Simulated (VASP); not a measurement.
Given:

```yaml
crystal:
  lattice:
    - [0.00000, 2.82868, 2.82868]
    - [2.82868, 0.00000, 2.82868]
    - [2.82868, 2.82868, 0.00000]
  atoms:
    - { symbol: Cd, position: [0.00000, 0.00000, 0.00000] }
    - { symbol: F, position: [0.25000, 0.25000, 0.25000] }
    - { symbol: F, position: [0.75000, 0.75000, 0.75000] }
```

These are PBE GGA, VASP's PBE PAW potentials (set 64) (plane waves; VASP) values and carry that method's errors. Numerical set-up: 600 eV cut-off, 8×8×8 Γ-centred mesh, Gaussian smearing of 0.050 eV, potentials Cd F.

### Question
Give the stress tensor in GPa (positive for a compressed cell).

### Answer

```
-6.95   0.00   0.00
 0.00  -6.95   0.00
 0.00   0.00  -6.95
```
The pressure is its mean diagonal, -6.95 GPa.

The compound is CdF2 in the fluorite structure. This cell was strained or had an atom moved on purpose.
